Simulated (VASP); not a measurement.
Input:

```
CELL_PARAMETERS angstrom
      0.00000     2.08335     2.08335
      2.08335     0.00000     2.08335
      2.08335     2.08335     0.00000
ATOMIC_POSITIONS crystal
  Mg 0.00000 0.00000 0.00000
  O  0.50000 0.50000 0.50000
```

Method: PBEsol GGA, VASP's PBE PAW potentials (set 64) (plane waves; VASP). Numerical set-up: 620 eV cut-off, 11×11×11 Γ-centred mesh, Gaussian smearing of 0.050 eV, potentials Mg O.

Question: What does the run give for the energy per atom (σ→0), pressure, band gap (on the k-mesh) with the smallest direct gap where there is one?

Answer: 
```json
{
 "band gap (on the k-mesh)": "4.96 eV",
 "smallest direct gap (on the k-mesh)": "4.96 eV",
 "energy per atom (σ→0)": "-6.253 eV/atom",
 "pressure": "5.01 GPa"
}
```

The compound is MgO in the rock salt structure. It was relaxed first under an external pressure of 5 GPa.
